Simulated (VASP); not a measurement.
# A point defect in a supercell of KRb2ScF6, part 2 of 5

Aim: the formation energy and local structure of a point defect in KRb2ScF6. The start is a cell from a database of measured crystal structures.

VASP 6.6.1, plane waves and PAW; the level of theory is named at each step.

So far. Step 2 (Relaxing the host crystal): The run ended after 28 ionic steps, 0.114 eV below its first step, once forces and stress met EDIFFG = -0.03. The relaxed cell has a = 6.307, c = 9.222 Å (conventional setting).

### Step 3. The host's dielectric tensor, for the charge correction

Level of this step: PBEsol; plane waves and PAW (Rb_pv, Sc_sv, K_pv, F) (VASP).

Charged cells interact with their images through the host's screening, so the correction needs its dielectric constant.

File INCAR:

```
SYSTEM = KRb2ScF6
PREC = Accurate
ENCUT = 400
EDIFF = 1E-08
NELM = 120
ISMEAR = 0
SIGMA = 0.05
LREAL = .FALSE.
ALGO = Normal
GGA = PS
NBANDS = 47
LASPH = .TRUE.
LWAVE = .FALSE.
LCHARG = .FALSE.
LEPSILON = .TRUE.
```

File POSCAR:

```
KRb2ScF6
1.0
   -3.1533528360      3.1533539384      4.6109977367
    3.1533528360     -3.1533539384      4.6109977367
    3.1533539384      3.1533528360     -4.6109977367
Rb Sc K F
2 1 1 6
Direct
    0.7500000000      0.2500000000      0.5000000000
    0.2500000000      0.7500000000      0.5000000000
    0.0000000000      0.0000000000      0.0000000000
    0.5000000000      0.5000000000      0.0000000000
    0.8458004228      0.2805743742      0.1263747970
    0.7194256258      0.8458004228      0.5652260486
    0.1541995772      0.7194256258      0.8736252030
    0.2805743742      0.1541995772      0.4347739514
    0.7804895895      0.7804895895      0.0000000000
    0.2195104105      0.2195104105      0.0000000000
```

File KPOINTS:

```
Automatic mesh
0
Gamma
4 4 4
0 0 0
```

The projector-augmented-wave data sets are Rb_pv, Sc_sv, K_pv and F (PBE family, release 64).

On the command line:

```
export OMP_NUM_THREADS=5
mpirun -np 1 vasp_std
```

The program printed:

```text
[banner, memory and clock lines left out]
running    1 mpi-ranks, on    1 nodes
 distrk:  each k-point on    1 cores,    1 groups
 distr:  one band on    1 cores,    1 groups
 Offloading initialized ...    1 GPUs detected
 POSCAR found type information on POSCAR RbScK F
 POSCAR found :  4 types and      10 ions
 [... a notice as in an earlier step ...]

 LDA part: xc-table for (Slater+PW92), standard interpolation
 POSCAR, INCAR and KPOINTS ok, starting setup
 FFT: planning ... GRIDC
 FFT: planning ... GRID_SOFT
 FFT: planning ... GRID
 WAVECAR not read
 entering main loop
       N       E                     dE             d eps       ncg     rms          rms(c)
DAV:   1     0.782604335176E+03    0.78260E+03   -0.29064E+04  1316   0.124E+03
DAV:   2     0.202783189218E+02   -0.76233E+03   -0.74497E+03  1660   0.398E+02
DAV:   3    -0.589536659782E+02   -0.79232E+02   -0.78816E+02  1777   0.143E+02
DAV:   4    -0.614581587676E+02   -0.25045E+01   -0.25004E+01  1912   0.275E+01
DAV:   5    -0.615020351955E+02   -0.43876E-01   -0.43840E-01  1615   0.308E+00    0.184E+01
DAV:   6    -0.545534446158E+02    0.69486E+01   -0.26847E+01  2056   0.402E+01    0.941E+00
DAV:   7    -0.545604642485E+02   -0.70196E-02   -0.26497E+00  1777   0.738E+00    0.538E+00
DAV:   8    -0.545001869103E+02    0.60277E-01   -0.66285E-01  1675   0.459E+00    0.126E+00
DAV:   9    -0.544707577996E+02    0.29429E-01   -0.11700E-01  2121   0.227E+00    0.413E-01
DAV:  10    -0.544738981975E+02   -0.31404E-02   -0.25058E-02  1874   0.133E+00    0.311E-01
DAV:  11    -0.544732283393E+02    0.66986E-03   -0.34387E-03  1784   0.596E-01    0.686E-02
DAV:  12    -0.544734709331E+02   -0.24259E-03   -0.51950E-04  1693   0.131E-01    0.320E-02
DAV:  13    -0.544734769802E+02   -0.60471E-05   -0.32244E-05  1920   0.477E-02    0.137E-02
DAV:  14    -0.544734797467E+02   -0.27665E-05   -0.72639E-06  1835   0.189E-02    0.573E-03
DAV:  15    -0.544734797298E+02    0.16887E-07   -0.26641E-06  1913   0.133E-02    0.162E-03
DAV:  16    -0.544734797418E+02   -0.11941E-07   -0.36309E-07  1583   0.348E-03    0.115E-03
DAV:  17    -0.544734797641E+02   -0.22320E-07   -0.10415E-07  1610   0.212E-03    0.592E-04
DAV:  18    -0.544734797820E+02   -0.17968E-07   -0.16993E-08  1116   0.100E-03    0.277E-04
DAV:  19    -0.544734797921E+02   -0.10071E-07   -0.48220E-09   931   0.605E-04    0.174E-04
DAV:  20    -0.544734797947E+02   -0.25648E-08   -0.24089E-09   903   0.415E-04
   1 F= -.54473480E+02 E0= -.54473480E+02  d E =-.141942E-28
 Linear response reoptimize wavefunctions to high precision
DAV:   1    -0.544734797945E+02    0.21600E-09   -0.10258E-09   903   0.321E-04
DAV:   2    -0.544734797945E+02   -0.53205E-10   -0.52705E-10   854   0.143E-04
 Linear response G [H, r] |phi>, progress :
  Direction:   1
       N       E                     dE             d eps       ncg     rms
RMM:   1    -0.306569260610E+03   -0.30657E+03   -0.11546E+04  2050   0.952E+02
RMM:   2    -0.308729105774E+03   -0.21598E+01   -0.87549E+01  2119   0.513E+01
RMM:   3    -0.309984284522E+03   -0.12552E+01   -0.57633E+00  2351   0.119E+01
RMM:   4    -0.310180762906E+03   -0.19648E+00   -0.87908E-01  2584   0.339E+00
RMM:   5    -0.310189831167E+03   -0.90683E-02   -0.73098E-02  2636   0.850E-01
RMM:   6    -0.310190985116E+03   -0.11539E-02   -0.88243E-03  2680   0.250E-01
RMM:   7    -0.310191095344E+03   -0.11023E-03   -0.12074E-03  2653   0.855E-02
RMM:   8    -0.310191108295E+03   -0.12951E-04   -0.14816E-04  2659   0.280E-02
RMM:   9    -0.310191110404E+03   -0.21096E-05   -0.19540E-05  2733   0.107E-02
RMM:  10    -0.310191110884E+03   -0.47938E-06   -0.59271E-06  2731   0.499E-03
RMM:  11    -0.310191111067E+03   -0.18291E-06   -0.55472E-06  2743   0.361E-03
RMM:  12    -0.310191110979E+03    0.87494E-07   -0.83981E-06  2742   0.316E-03
RMM:  13    -0.310191111032E+03   -0.53142E-07   -0.52963E-06  2721   0.306E-03
RMM:  14    -0.310191110811E+03    0.22170E-06   -0.86103E-06  2731   0.304E-03
RMM:  15    -0.310191110958E+03   -0.14779E-06   -0.39595E-06  2750   0.303E-03
 Linear response G [H, r] |phi>, progress :
  Direction:   2
       N       E                     dE             d eps       ncg     rms
RMM:   1    -0.307689734862E+03   -0.30769E+03   -0.11557E+04  2058   0.952E+02
RMM:   2    -0.308768533517E+03   -0.10788E+01   -0.88301E+01  2099   0.515E+01
RMM:   3    -0.309968023295E+03   -0.11995E+01   -0.58606E+00  2380   0.119E+01
RMM:   4    -0.310154845031E+03   -0.18682E+00   -0.83161E-01  2567   0.322E+00
RMM:   5    -0.310164391644E+03   -0.95466E-02   -0.75054E-02  2633   0.824E-01
RMM:   6    -0.310165658433E+03   -0.12668E-02   -0.95802E-03  2686   0.248E-01
RMM:   7    -0.310165747124E+03   -0.88691E-04   -0.98084E-04  2671   0.807E-02
RMM:   8    -0.310165760915E+03   -0.13790E-04   -0.11587E-04  2658   0.255E-02
RMM:   9    -0.310165763343E+03   -0.24278E-05   -0.21060E-05  2714   0.967E-03
RMM:  10    -0.310165764790E+03   -0.14476E-05   -0.21602E-05  2709   0.492E-03
RMM:  11    -0.310165765260E+03   -0.47027E-06   -0.24286E-05  2724   0.350E-03
RMM:  12    -0.310165764983E+03    0.27760E-06   -0.23033E-05  2715   0.308E-03
RMM:  13    -0.310165764351E+03    0.63154E-06   -0.97377E-06  2683   0.296E-03
RMM:  14    -0.310165764475E+03   -0.12370E-06    0.70729E-06  2700   0.294E-03
RMM:  15    -0.310165764290E+03    0.18463E-06   -0.12017E-05  2749   0.294E-03
 Linear response G [H, r] |phi>, progress :
  Direction:   3
       N       E                     dE             d eps       ncg     rms
RMM:   1    -0.305322393062E+03   -0.30532E+03   -0.11460E+04  2100   0.949E+02
RMM:   2    -0.308670717002E+03   -0.33483E+01   -0.91432E+01  2089   0.494E+01
RMM:   3    -0.309760694441E+03   -0.10900E+01   -0.57236E+00  2374   0.105E+01
RMM:   4    -0.309892226037E+03   -0.13153E+00   -0.69234E-01  2537   0.263E+00
RMM:   5    -0.309900351301E+03   -0.81253E-02   -0.72665E-02  2561   0.756E-01
RMM:   6    -0.309901574939E+03   -0.12236E-02   -0.79017E-03  2609   0.226E-01
RMM:   7    -0.309901704633E+03   -0.12969E-03   -0.10387E-03  2572   0.743E-02
RMM:   8    -0.309901721859E+03   -0.17226E-04   -0.15285E-04  2605   0.261E-02
RMM:   9    -0.309901723382E+03   -0.15233E-05   -0.11819E-05  2614   0.962E-03
RMM:  10    -0.309901724081E+03   -0.69910E-06   -0.18704E-06  2643   0.504E-03
RMM:  11    -0.309901724877E+03   -0.79539E-06   -0.67626E-06  2646   0.351E-03
RMM:  12    -0.309901725113E+03   -0.23665E-06   -0.83761E-06  2629   0.306E-03
RMM:  13    -0.309901725061E+03    0.51969E-07   -0.47508E-06  2643   0.292E-03
RMM:  14    -0.309901725008E+03    0.53722E-07    0.45479E-05  2637   0.287E-03
[...]
RMM:   8    -0.676907178218E+00   -0.19179E-05   -0.74409E-06  2278   0.517E-03
RMM:   9    -0.676907448288E+00   -0.27007E-06   -0.16235E-06  2209   0.184E-03
RMM:  10    -0.676907488166E+00   -0.39878E-07   -0.18070E-07  2101   0.700E-04
RMM:  11    -0.676907494708E+00   -0.65424E-08   -0.43117E-08  1977   0.324E-04
 change of polarisation eV/A/(eV/A) component  1 :     1.354     0.014    -0.024
 dielectric tensor                  component  1 :     2.336     0.014    -0.024
 Linear response to external field (no local field effect), progress :
  Direction:   2
       N       E                     dE             d eps       ncg     rms          rms(c)
RMM:   1    -0.478759771360E+00   -0.47876E+00   -0.45111E+00  1675   0.262E+01
RMM:   2    -0.652043194137E+00   -0.17328E+00    0.15914E-02  1937   0.235E+00
RMM:   3    -0.670453958570E+00   -0.18411E-01   -0.25853E-02  2153   0.895E-01
RMM:   4    -0.674132706854E+00   -0.36787E-02   -0.80296E-03  2370   0.286E-01
RMM:   5    -0.674578744115E+00   -0.44604E-03   -0.17083E-03  2421   0.101E-01
RMM:   6    -0.674638069724E+00   -0.59326E-04   -0.24315E-04  2421   0.383E-02
RMM:   7    -0.674650345271E+00   -0.12276E-04   -0.71909E-05  2342   0.140E-02
RMM:   8    -0.674652024491E+00   -0.16792E-05   -0.51246E-06  2274   0.463E-03
RMM:   9    -0.674652237411E+00   -0.21292E-06   -0.12365E-06  2205   0.179E-03
RMM:  10    -0.674652272726E+00   -0.35316E-07   -0.14063E-07  2099   0.703E-04
RMM:  11    -0.674652277616E+00   -0.48897E-08   -0.20656E-08  2001   0.339E-04
 change of polarisation eV/A/(eV/A) component  2 :     0.014     1.349    -0.035
 dielectric tensor                  component  2 :     0.014     2.331    -0.035
 Linear response to external field (no local field effect), progress :
  Direction:   3
       N       E                     dE             d eps       ncg     rms          rms(c)
RMM:   1    -0.503945587690E+00   -0.50395E+00   -0.45468E+00  1782   0.252E+01
RMM:   2    -0.662306053164E+00   -0.15836E+00    0.27690E-03  1926   0.224E+00
RMM:   3    -0.679735184719E+00   -0.17429E-01   -0.25748E-02  2200   0.733E-01
RMM:   4    -0.682218026312E+00   -0.24828E-02   -0.56279E-03  2372   0.226E-01
RMM:   5    -0.682494179874E+00   -0.27615E-03   -0.12969E-03  2419   0.854E-02
RMM:   6    -0.682538828926E+00   -0.44649E-04   -0.17782E-04  2390   0.338E-02
RMM:   7    -0.682547570453E+00   -0.87415E-05   -0.58493E-05  2282   0.121E-02
RMM:   8    -0.682548754499E+00   -0.11840E-05   -0.32744E-06  2194   0.432E-03
RMM:   9    -0.682548906194E+00   -0.15170E-06   -0.10270E-06  2181   0.149E-03
RMM:  10    -0.682548927894E+00   -0.21700E-07   -0.96810E-08  1996   0.572E-04
RMM:  11    -0.682548930909E+00   -0.30151E-08   -0.25732E-08  1884   0.278E-04
 change of polarisation eV/A/(eV/A) component  3 :    -0.024    -0.035     1.365
 dielectric tensor                  component  3 :    -0.024    -0.035     2.347
 Linear response to external field, progress :
  Direction:   1
       N       E                     dE             d eps       ncg     rms          rms(c)
RMM:   1    -0.483098857127E+00   -0.48310E+00   -0.45580E+00  2863   0.262E+01
RMM:   2    -0.653195281704E+00   -0.17010E+00    0.17190E-02  3289   0.235E+00    0.169E+00
RMM:   3    -0.594433158371E+00    0.58762E-01   -0.16759E-01  3447   0.206E+00    0.763E-01
RMM:   4    -0.605256069473E+00   -0.10823E-01   -0.57318E-02  3755   0.103E+00    0.287E-01
RMM:   5    -0.619139643833E+00   -0.13884E-01   -0.98844E-03  4046   0.448E-01    0.122E-01
RMM:   6    -0.627569328844E+00   -0.84297E-02   -0.26519E-03  3929   0.202E-01    0.306E-02
RMM:   7    -0.627964013748E+00   -0.39468E-03   -0.34108E-04  4183   0.755E-02    0.171E-02
RMM:   8    -0.628583007739E+00   -0.61899E-03   -0.91744E-05  4132   0.424E-02    0.123E-02
RMM:   9    -0.628652263305E+00   -0.69256E-04   -0.14274E-05  4009   0.167E-02    0.277E-03
RMM:  10    -0.628639830484E+00    0.12433E-04   -0.18909E-06  4193   0.783E-03    0.165E-03
RMM:  11    -0.628654265651E+00   -0.14435E-04   -0.65500E-07  3978   0.290E-03    0.550E-04
RMM:  12    -0.628662813195E+00   -0.85475E-05   -0.61139E-07  4175   0.125E-03    0.433E-04
RMM:  13    -0.628659743846E+00    0.30693E-05   -0.13217E-06  4140   0.627E-04    0.154E-04
RMM:  14    -0.628660361816E+00   -0.61797E-06   -0.98559E-07  4228   0.347E-04    0.354E-05
RMM:  15    -0.628659727558E+00    0.63426E-06   -0.10529E-06  3733   0.181E-04    0.105E-05
RMM:  16    -0.628659734447E+00   -0.68888E-08   -0.86654E-07  3120   0.134E-04    0.756E-06
 change of polarisation eV/A/(eV/A) component  1 :     1.154     0.000    -0.029
 dielectric tensor                  component  1 :     2.139     0.000    -0.028
 Linear response to external field, progress :
  Direction:   2
       N       E                     dE             d eps       ncg     rms          rms(c)
RMM:   1    -0.483098819246E+00   -0.48310E+00   -0.45580E+00  2863   0.262E+01
RMM:   2    -0.653198954756E+00   -0.17010E+00    0.16875E-02  3290   0.235E+00    0.169E+00
RMM:   3    -0.594416879530E+00    0.58782E-01   -0.16755E-01  3447   0.206E+00    0.763E-01
RMM:   4    -0.605255416330E+00   -0.10839E-01   -0.57344E-02  3752   0.103E+00    0.287E-01
RMM:   5    -0.619139434292E+00   -0.13884E-01   -0.98953E-03  4045   0.448E-01    0.122E-01
RMM:   6    -0.627569579867E+00   -0.84301E-02   -0.26470E-03  3923   0.203E-01    0.307E-02
RMM:   7    -0.627963319930E+00   -0.39374E-03   -0.34227E-04  4180   0.757E-02    0.171E-02
RMM:   8    -0.628583675890E+00   -0.62036E-03   -0.93360E-05  4131   0.425E-02    0.123E-02
RMM:   9    -0.628652462832E+00   -0.68787E-04   -0.14424E-05  4008   0.168E-02    0.277E-03
RMM:  10    -0.628639644983E+00    0.12818E-04   -0.21818E-06  4202   0.786E-03    0.166E-03
RMM:  11    -0.628654493307E+00   -0.14848E-04   -0.85941E-07  3977   0.288E-03    0.572E-04
RMM:  12    -0.628663019389E+00   -0.85261E-05   -0.65883E-07  4181   0.126E-03    0.420E-04
RMM:  13    -0.628659999260E+00    0.30201E-05   -0.13624E-06  4146   0.623E-04    0.148E-04
RMM:  14    -0.628660489342E+00   -0.49008E-06   -0.96894E-07  4229   0.341E-04    0.351E-05
RMM:  15    -0.628659957227E+00    0.53211E-06   -0.99075E-07  3707   0.179E-04    0.994E-06
 change of polarisation eV/A/(eV/A) component  2 :     0.000     1.154    -0.014
 dielectric tensor                  component  2 :     0.000     2.139    -0.014
 Linear response to external field, progress :
  Direction:   3
       N       E                     dE             d eps       ncg     rms          rms(c)
RMM:   1    -0.503945587690E+00   -0.50395E+00   -0.45468E+00  1782   0.252E+01
RMM:   2    -0.662306779001E+00   -0.15836E+00    0.27619E-03  1927   0.224E+00    0.169E+00
RMM:   3    -0.609599264780E+00    0.52708E-01   -0.15171E-01  1988   0.187E+00    0.778E-01
RMM:   4    -0.619705528901E+00   -0.10106E-01   -0.46554E-02  2138   0.938E-01    0.281E-01
RMM:   5    -0.633789428752E+00   -0.14084E-01   -0.88562E-03  2361   0.438E-01    0.123E-01
RMM:   6    -0.640927563336E+00   -0.71381E-02   -0.27854E-03  2231   0.209E-01    0.387E-02
RMM:   7    -0.641762983230E+00   -0.83542E-03   -0.33223E-04  2409   0.830E-02    0.192E-02
RMM:   8    -0.642511277611E+00   -0.74829E-03   -0.13129E-04  2344   0.441E-02    0.151E-02
RMM:   9    -0.642493181559E+00    0.18096E-04   -0.14448E-05  2321   0.180E-02    0.448E-03
RMM:  10    -0.642438330913E+00    0.54851E-04   -0.39310E-06  2362   0.927E-03    0.197E-03
RMM:  11    -0.642449464378E+00   -0.11133E-04    0.50573E-07  2401   0.306E-03    0.127E-03
RMM:  12    -0.642460288211E+00   -0.10824E-04    0.10395E-06  2303   0.136E-03    0.560E-04
RMM:  13    -0.642461251920E+00   -0.96371E-06    0.73686E-07  2375   0.917E-04    0.154E-04
RMM:  14    -0.642461134074E+00    0.11785E-06    0.15679E-06  2282   0.374E-04    0.662E-05
RMM:  15    -0.642460883857E+00    0.25022E-06    0.26629E-06  2200   0.212E-04    0.190E-05
RMM:  16    -0.642461441344E+00   -0.55749E-06    0.13449E-06  1771   0.139E-04    0.520E-06
 change of polarisation eV/A/(eV/A) component  3 :    -0.024    -0.035     1.182
 dielectric tensor                  component  3 :    -0.023    -0.035     2.166
 Born effective charges drift removed
```

It took 9.4 min on 1 × NVIDIA H100 80GB HBM3, 81559 MiB with 1 MPI rank of AMD EPYC 7R13 (Zen 3), card shared with another run, shared host; peak memory 2.1 GiB.

OUTCAR, selected parts (step 3):

```text
  LATTYP: Found a body centered tetragonal cell.
 ALAT       =     6.3067067744
 C/A-ratio  =     1.4622521394

The static configuration has the point symmetry C_4h.

 Found     14 irreducible k-points:

   k-points           NKPTS =     14   k-points in BZ     NKDIM =     14   number of bands    NBANDS=     47

   dimension x,y,z NGX =    42 NGY =   42 NGZ =   42
   dimension x,y,z NGXF=    84 NGYF=   84 NGZF=   84

   ENCUT  =  400.0 eV  29.40 Ry    5.42 a.u.  10.46 10.46 10.46*2*pi/ulx,y,z

   NELECT =      74.0000    total number of electrons

  Total       -6.6723280     -6.6723280     -6.7025900      0.0000001     -0.0000000      0.0000000
  in kB      -58.2891582    -58.2891582    -58.5535257      0.0000005     -0.0000000      0.0000000
  external PRESSURE =     -58.3772807 kB  Pullay stress =       0.0000000 kB

  energy-cutoff  :      400.00
  volume of cell :      183.40
      direct lattice vectors                 reciprocal lattice vectors
    -3.153352836  3.153353938  4.610997737     0.000000028  0.158561359  0.108436401
     3.153352836 -3.153353938  4.610997737     0.158561359 -0.000000028  0.108436401
     3.153353938  3.153352836 -4.610997737     0.158561387  0.158561332  0.000000000

 POSITION                                       TOTAL-FORCE (eV/Angst)
 -----------------------------------------------------------------------------------
      0.00000      3.15335      2.30550         0.000000      0.000000      0.000000
      3.15335     -0.00000      2.30550        -0.000000     -0.000000     -0.000000
      0.00000      0.00000      0.00000         0.000000      0.000000     -0.000000
      0.00000      0.00000      4.61100         0.000000      0.000000      0.000000
     -1.38385      2.18086      4.61100        -0.043283      0.005827      0.000000
      2.18086      1.38385      4.61100         0.005827      0.043283     -0.000000
      4.53721      0.97249     -0.00000         0.043283     -0.005827      0.000000
      0.97249      1.76950      0.00000        -0.005827     -0.043283      0.000000
      0.00000      0.00000      7.19767         0.000000      0.000000     -0.007418
      0.00000      0.00000      2.02432         0.000000      0.000000      0.007418
 -----------------------------------------------------------------------------------
    total drift:                               -0.000000     -0.000000      0.000000

 MACROSCOPIC STATIC DIELECTRIC TENSOR (including local field effects in DFT)
 ------------------------------------------------------
           2.139077     0.000000     0.000000
          -0.000000     2.139077     0.000000
          -0.000000     0.000000     2.166235
 ------------------------------------------------------

 PIEZOELECTRIC TENSOR (including local field effects)  for field in x, y, z        (C/m^2)
          XX          YY          ZZ          XY          YZ          ZX
  --------------------------------------------------------------------------------
  x     0.00000     0.00000     0.00000     0.00000     0.00000     0.00000
  y     0.00000     0.00000     0.00000     0.00000     0.00000     0.00000
  z     0.00000     0.00000     0.00000     0.00000     0.00000     0.00000

 BORN EFFECTIVE CHARGES (including local field effects) (in |e|, cummulative output)
 ---------------------------------------------------------------------------------
 ion    1
    1     1.16536     0.01474     0.00000
    2    -0.01474     1.16536     0.00000
    3    -0.00000     0.00000     1.31643
 ion    2
    1     1.16536     0.01474     0.00000
    2    -0.01474     1.16536     0.00000
    3    -0.00000     0.00000     1.31643
 ion    3
    1     3.34913    -0.00239    -0.00000
    2     0.00239     3.34913     0.00000
    3     0.00000     0.00000     3.29746
 ion    4
    1     1.24825    -0.04140    -0.00000
    2     0.04140     1.24825     0.00000
    3     0.00000     0.00000     1.24267
 ion    5
    1    -1.52047     0.37004     0.00000
    2     0.36591    -1.05842    -0.00000
    3     0.00000    -0.00000    -0.93011
 ion    6
    1    -1.05842    -0.36591    -0.00000
    2    -0.37004    -1.52047    -0.00000
    3    -0.00000    -0.00000    -0.93011
 ion    7
    1    -1.52047     0.37004     0.00000
    2     0.36591    -1.05842    -0.00000
    3     0.00000    -0.00000    -0.93011
 ion    8
    1    -1.05842    -0.36591    -0.00000
    2    -0.37004    -1.52047    -0.00000
    3    -0.00000    -0.00000    -0.93011
 ion    9
    1    -0.88516     0.00302     0.00000
    2    -0.00302    -0.88516    -0.00000
    3    -0.00000    -0.00000    -1.72628
 ion   10
    1    -0.88516     0.00302     0.00000
    2    -0.00302    -0.88516    -0.00000
    3    -0.00000    -0.00000    -1.72628

[... 1 part as in an earlier step ...]

[... 3 further parts left out ...]
```

Energies printed during the response cycles are not total energies of the cell.

Numbers from this step:

```
Fermi energy                   : -3.979 eV
gap on the k-mesh              : 6.553 eV
least direct gap on the k-mesh : 6.645 eV
```

Electronic dielectric tensor with local fields:

```
2.14 0.00 0.00
0.00 2.14 0.00
0.00 0.00 2.17
```

Born effective charge (e), principal values of the symmetric part by kind of site:

```csv
atom,atoms with these values,low,middle,high,mean
Rb1,2,1.17,1.17,1.32,1.22
Sc3,1,3.30,3.35,3.35,3.33
K4,1,1.24,1.25,1.25,1.25
F5,4,-1.72,-0.93,-0.85,-1.17
F9,2,-1.73,-0.89,-0.89,-1.17
```

In full for F5:

```
-1.52  0.37  0.00
 0.37 -1.06  0.00
 0.00  0.00 -0.93
```

The electrons screen with a mean of 2.15; the ions' part was not run for this cell, so the correction is too large where they screen.

(Continued in part 3 of 5.)

[Lines on the potential files, build, host, timing and source positions are cut from VASP's logs without a mark.]

[Logs are printed without paths, hosts, clocks, repeated set-up lines and the standing remarks that a program may print on its own settings, such as how far it seeks lower states.]

[Hosts, paths, dates, database ids (printed as entryN), source tags and the programs' standing remarks are cut or masked in the printed files.]

[In band tables of VASP the shares of atoms and orbitals are scaled to a sum of 1 inside the atoms' spheres.]

[Runs that stopped without an error message from VASP are left out.]
